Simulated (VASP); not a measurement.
Here is the system:

```xyz
2
Lattice="0.0000 1.9721 1.9721 1.9721 0.0000 1.9721 1.9721 1.9721 0.0000" Properties=species:S:1:pos:R:3 pbc="T T T"
Li     0.0000     0.0000     0.0000
F      1.9721     1.9721     1.9721
```

The numbers are results of LDA (Ceperley-Alder, Perdew-Zunger), VASP's LDA PAW potentials (set 64) (plane waves; VASP), not measurements. Run with 520 eV cut-off, 12×12×12 Γ-centred mesh, Gaussian smearing of 0.050 eV, potentials Li_sv F.

Q: Estimate the energy per atom (σ→0), pressure, band gap (on the k-mesh) with the smallest direct gap where there is one.

A: 
```json
{
 "band gap (on the k-mesh)": "9.42 eV",
 "smallest direct gap (on the k-mesh)": "9.42 eV",
 "energy per atom (σ→0)": "-5.249 eV/atom",
 "pressure": "-2.46 GPa"
}
```

The absolute energy has meaning only against runs of the same code, potentials and settings.

The compound is LiF in the rock salt structure. This cell is one point of a volume scan, at 1.03 of the reference volume.
